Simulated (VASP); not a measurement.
VASP input:

POSCAR:
```
Ge
1.0
  0.0000000000   2.8510660000   2.8510660000
  2.8510660000   0.0000000000   2.8510660000
  2.8510660000   2.8510660000   0.0000000000
Ge
2
direct
  0.0000000000   0.0000000000   0.0000000000
  0.2500000000   0.2500000000   0.2500000000
```

### KPOINTS
```
Automatic mesh
0
G
  5 5 5
```

**INCAR**
```
SYSTEM = Ge
PREC = Accurate; ENCUT = 300; LREAL = .FALSE.
LASPH = .TRUE.
EDIFF = 1E-6; NELM = 100; ALGO = Normal
LMAXMIX = 4
ISMEAR = -1; SIGMA = 0.01
GGA = PE
ISIF = 2
LWAVE = .FALSE.; LCHARG = .FALSE.
```

POTCAR, in this order: Ge_d (PBE.64 set). Program: vasp_std.

Problem. Translate this PBE calculation to Quantum ESPRESSO's pw.x.

Solution. One equivalent input (not run):
```
&CONTROL
  calculation = 'scf'
  pseudo_dir = './pseudo'
  outdir = './out'
  tprnfor = .true.
  tstress = .true.
/
&SYSTEM
  ibrav = 0
  nat = 2
  ntyp = 1
  ecutwfc = 78
  occupations = 'smearing'
  smearing = 'fermi-dirac'
  degauss = 0.000735
  input_dft = 'pbe'
/
&ELECTRONS
  conv_thr = 7.3e-08
  electron_maxstep = 100
/
ATOMIC_SPECIES
  Ge 72.630 Ge.upf
CELL_PARAMETERS angstrom
     0.0000000    2.8510660    2.8510660
     2.8510660    0.0000000    2.8510660
     2.8510660    2.8510660    0.0000000
ATOMIC_POSITIONS crystal
  Ge   0.0000000  0.0000000  0.0000000
  Ge   0.2500000  0.2500000  0.2500000
K_POINTS automatic
  5 5 5 0 0 0
```
What does not carry over: the potentials are each code's own (VASP's PAW set, PseudoDojo norm-conserving files in pw.x), so ENCUT and ecutwfc are chosen apart and not converted; conv_thr bounds pw.x's estimated SCF error, while EDIFF bounds the energy change between steps.

The structure is a typed Ge crystal (Fd-3m). The cell was not relaxed at this level. The k-mesh is coarse (spacing up to 0.38 per Å, 2π included), so the numbers may not be converged in it.
